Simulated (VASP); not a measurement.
## La: energy against strain

La (dhcp, P6_3/mmc, 37.206 Å³/atom and stress up to 0.11 GPa in the relaxed cell, c along z) under an equal strain ε along x and y, with z held. PBE in VASP (plane waves, PAW), 480 eV, 18×18×4 Γ-centred mesh, Methfessel-Paxton smearing 0.10 eV; ions are relaxed, or left where forces stay under 0.02 eV/Å, within the symmetry of each cell.

Here s stands for strain and y for E less E0.

| strain (%) | E less E0 (meV/atom) |
|---|---|
| -3.00 | ? |
| -1.50 | 3.55 |
| -1.00 | 1.60 |
| -0.50 | 0.42 |
| 0.00 | 0.00 |
| 0.50 | 0.33 |
| 1.00 | 1.41 |
| 1.50 | 3.20 |

Question: Fit y against s with a parabola, and predict the withheld value at s = -3.00.

Answer: Least squares gives y = 0.001 - 0.1086·s + 1.5000·s². Residuals (row less fit): 0.011, -0.010, -0.010, -0.001, 0.008, 0.018, -0.013; standard error 0.015 (degrees of freedom: 4). Twice the quadratic coefficient over the volume, 2 × 1.5000 meV × 10⁴ × 0.1602 / 37.206 Å³, is the elastic constants 2(C11 + C12) = about 130 GPa. At the withheld row, y = 0.001 - 0.1086 × (-3.0) + 1.5000 × (-3.0)² = 13.827 meV/atom. The calculation gives 14.29 meV/atom, 0.463 meV/atom above the prediction (3.2 % of the range of y in the table). The row lies outside the fitted rows, so this is an extrapolation. From the scatter of the fitted rows alone, a prediction at this place has a standard error of 0.056 meV/atom, so the miss is 8.3 times that.

A polynomial of degree 3 through the 12 other runs of the series gives 14.23 there, so most of the miss is curvature that the fit leaves out. In a metal these values are sensitive to mesh and smearing; energies are taken to zero smearing, stresses follow the free energy. Rows are the converged runs of the series near zero and its far end, less any whose ions stayed unrelaxed beside relaxed ones; series whose fitted rows scatter by over a few per cent of the range, as at a crossing or softening among them, aren't shown in this form. Most that stay on the fit to the last digits aren't either.
